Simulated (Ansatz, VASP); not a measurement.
**TaMo4: VASP beside Ansatz**

```
CELL_PARAMETERS angstrom
4.95177 0.00000 0.00000
0.00000 4.95177 0.00000
0.00000 0.00000 4.26679
ATOMIC_POSITIONS crystal
Ta 0.00000 0.00000 0.50000
Mo 0.25603 0.50000 0.50000
Mo 0.74397 0.50000 0.50000
Mo 0.50000 0.74397 0.50000
Mo 0.50000 0.25603 0.50000
```

Alike in both runs: task single point; functional PBE; k mesh 4 × 4 × 4; occupations gaussian, width 0.1 eV; no spin polarisation.

|  | VASP | Ansatz |
| --- | --- | --- |
| version | VASP 6.6.1 | Ansatz 0.2.0 |
| potentials or method | VASP PAW PBE potentials, release 64 (Ta_pv, Mo_sv) | scalar-relativistic, plane waves, PAW |
| plane-wave cutoff (eV) | 520 | 420 |
| valence electrons in the cell | 67 | 69 |

Ansatz gave:

```
gap on the k mesh at the Fermi level (eV) : none
rms of the force components (eV/Å)        : 29.004
```

**Question.** What did VASP give for the same quantities?

**Answer.** gap on the k mesh at the Fermi level (eV): none; rms of the force components (eV/Å): 29.689.

Atom by atom the forces differ by 0.685 eV/Å (rms over components). A gap of «none» marks a metal or a gap that the smearing closes. The two sets of potentials don't hold the same shells in valence.

Caveats: the k mesh is coarse (spacing up to 0.37 Å⁻¹), so the values aren't converged; forces of over 1 eV/Å show positions far from the minimum, so gaps and moduli don't describe the material at rest. Spin-orbit coupling is left out, which matters for the levels of Ta.
